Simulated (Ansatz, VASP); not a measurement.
Two plane-wave programs on Li2GeBr6

```
CELL_PARAMETERS angstrom
8.96876 0.00000 0.00000
-4.48438 7.76717 0.00000
0.00000 0.00000 3.66131
ATOMIC_POSITIONS crystal
Li 0.66667 0.33333 0.00000
Li 0.33333 0.66667 0.00000
Ge 0.00000 0.00000 0.00000
Br 0.00000 0.34309 0.50000
Br 0.65691 0.65691 0.50000
Br 0.34309 0.00000 0.50000
Br 0.34309 0.34309 0.50000
Br 0.00000 0.65691 0.50000
Br 0.65691 0.00000 0.50000
```

Alike in both runs: task relaxation of cell and atoms; functional PBE; k mesh 6 × 6 × 10; occupations gaussian, width 0.1 eV; no spin polarisation.

|  | VASP | Ansatz |
| --- | --- | --- |
| version | VASP 6.6.1 | Ansatz 0.2.0 |
| potentials or method | VASP PAW PBE potentials, release 64 (Li_sv, Ge_d, Br) | scalar-relativistic, plane waves, PAW |
| plane-wave cutoff (eV) | 600 | 420 |
| valence electrons in the cell | 62 | 62 |

```csv
,VASP,Ansatz,Ansatz less VASP
"gap on the k mesh at the Fermi level, each at its own relaxed structure (eV)",none,none,-
relaxed volume (Å³/atom),28.02,28.03,+0.017
relaxed cell length with the largest relative difference (Å),8.943,8.946,+0.0032
energy change over the relaxation (meV/atom),-1,-1,0.0
```

A gap of «none» marks a metal or a gap that the smearing closes.

Caveats: the cutoff is under 1.25 times the usual one of these potentials, so pressure, stress and relaxed cells hold a basis-set (Pulay) error (VASP).
